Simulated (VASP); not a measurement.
OSZICAR of a VASP run on AlInSb₂ (space group P-4m2):

### OSZICAR
```
       N       E                     dE             d eps       ncg     rms          rms(c)
DAV:   1     0.170305878821E+03    0.17031E+03   -0.71365E+03 10904   0.369E+02
DAV:   2     0.536936116880E+01   -0.16494E+03   -0.14930E+03 11230   0.135E+02
DAV:   3    -0.159710464060E+02   -0.21340E+02   -0.20809E+02 12721   0.459E+01
DAV:   4    -0.167872285853E+02   -0.81618E+00   -0.81478E+00 13209   0.912E+00
DAV:   5    -0.168161574984E+02   -0.28929E-01   -0.28925E-01 15532   0.177E+00    0.528E+00
DAV:   6    -0.165964343011E+02    0.21972E+00   -0.12718E-01 15888   0.281E+00    0.310E+00
DAV:   7    -0.165416793916E+02    0.54755E-01   -0.97514E-02 16100   0.126E+00    0.655E-01
DAV:   8    -0.165404961461E+02    0.11832E-02   -0.12804E-02 15499   0.600E-01    0.485E-01
DAV:   9    -0.165408183422E+02   -0.32220E-03   -0.99752E-04 12932   0.866E-02    0.300E-01
DAV:  10    -0.165411463573E+02   -0.32802E-03   -0.24644E-04 12485   0.792E-02    0.695E-02
DAV:  11    -0.165411694708E+02   -0.23113E-04   -0.28363E-05 13988   0.292E-02    0.265E-02
DAV:  12    -0.165411781828E+02   -0.87121E-05   -0.11802E-05 11741   0.123E-02    0.167E-02
DAV:  13    -0.165411782395E+02   -0.56616E-07   -0.60657E-07 14524   0.236E-03
   1 F= -.16541178E+02 E0= -.16541178E+02  d E =-.117321E-12
 imaginary and real dielectric function
```

Question: Which electronic solver shows in the log?

Answer: It is blocked Davidson (ALGO = Normal, or the opening steps of other solvers). The INCAR had ALGO = Normal.

Question: Can the final energy be trusted as converged?

Answer: The run converged. It stopped with EDIFF = 1E-7, NELM = 100 (PBEsol GGA, plane waves, VASP's PBE PAW potentials (set 64)). The dielectric response may not be converged in the k-mesh; for small gaps it tends to come out too large.

The structure comes from a computed database's AlInSb2 entry (P-4m2); how it stands against other phases isn't given here. It was relaxed first.
